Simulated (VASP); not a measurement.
An input for Ansatz (written as the equivalent of a VASP run, and not itself run):

Ansatz 0.2 input:
```yaml
crystal:
  lattice:
    - [2.8438822, 0.0000000, 0.0000000]
    - [0.0000000, 2.8438822, 0.0000000]
    - [0.0000000, 0.0000000, 2.8438822]
  atoms:
    - { symbol: Al, position: [0.5000000, 0.5000000, 0.5000000] }
    - { symbol: Fe, position: [0.0000000, 0.0000000, 0.0000000] }
kpoints:
  mp_grid: { grid: [13, 13, 13] }
hamiltonian:
  xc: pbe
  pseudopotentials: { kind: paw }
scf:
  occupations: { method: methfessel_paxton, width: 0.1 }
  max_iter: 100
relax:
  max_steps: 40
  f_tol: 0.02
  cell: { p_target: 5 }
output: { forces: true, stress: true, eigenvalues: true }
```

Question: Write the VASP files for the same calculation (PBE).

Answer: One answer among several that fit: 
### INCAR
```
PREC=Accurate
LREAL=.False.   # projection in real space or not
GGA=PE
ISMEAR=1   # Methfessel-Paxton
ALGO=Normal   # blocked Davidson
PSTRESS=50   # kbar
SYSTEM=FeAl
EDIFFG=-0.02
NELM=100   # most electronic steps
ISIF=3   # ions, shape and volume
LWAVE=.False.
ENCUT=500   # plane-wave cut-off (eV)
NSW=40   # most ionic steps
IBRION=2   # conjugate gradients
LMAXMIX=4   # l cut-off of mixed one-centre charges
LASPH=.True.   # aspherical one-centre terms
LCHARG=.False.
SIGMA=0.1
EDIFF=1E-6   # SCF stop (eV)
```

**POSCAR**
```
FeAl
1
    2.8438822226    -0.0000000000    -0.0000000000
    0.0000000000     2.8438822226    -0.0000000000
    0.0000000000    -0.0000000000     2.8438822226
Al Fe
1 1
Direct
  0.5000000000   0.5000000000   0.5000000000
  0.0000000000   0.0000000000   0.0000000000
```

KPOINTS:
```
Automatic mesh
0
Gamma
13 13 13
0 0 0
```

POTCAR, in this order: Al Fe (PBE.64 set). Program: vasp_std.

The two are equivalent in intent, not identical: each code has its own PAW files, so the cut-off isn't converted (ENCUT is set for VASP's; basis.ecutwfc is left out, and Ansatz then takes the one that its files recommend); Ansatz stops its SCF on the density residual and VASP on the energy change (EDIFF).

The compound is FeAl in the CsCl type structure. It was relaxed first under an external pressure of 5 GPa.
